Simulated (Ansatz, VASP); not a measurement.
## Two plane-wave programs on SrRhN2

```
CELL_PARAMETERS angstrom
3.90095 0.00000 0.00000
0.00000 3.90095 0.00000
0.00000 0.00000 3.85459
ATOMIC_POSITIONS crystal
Sr 0.50000 0.50000 0.50000
Rh 0.00000 0.00000 0.00000
N 0.50000 0.00000 0.00000
N 0.00000 0.50000 0.00000
```

Alike in both runs: task relaxation of cell and atoms; functional PBE; k mesh 12 × 12 × 12; occupations gaussian, width 0.1 eV; no spin polarisation.

|  | VASP | Ansatz |
| --- | --- | --- |
| version | VASP 6.6.1 | Ansatz 0.2.0 |
| potentials or method | VASP PAW PBE potentials, release 64 (Sr_sv, Rh_pv, N) | scalar-relativistic, plane waves, PAW |
| plane-wave cutoff (eV) | 600 | 420 |
| valence electrons in the cell | 35 | 37 |

|  | VASP | Ansatz | Ansatz less VASP |
| --- | --- | --- | --- |
| gap on the k mesh at the Fermi level, each at its own relaxed structure (eV) | none | none | - |
| relaxed volume (Å³/atom) | 14.64 | 14.62 | -0.022 |
| relaxed cell length with the largest relative difference (Å) | 3.854 | 3.846 | -0.0081 |

A gap of «none» marks a metal or a gap that the smearing closes. The two sets of potentials don't hold the same shells in valence.
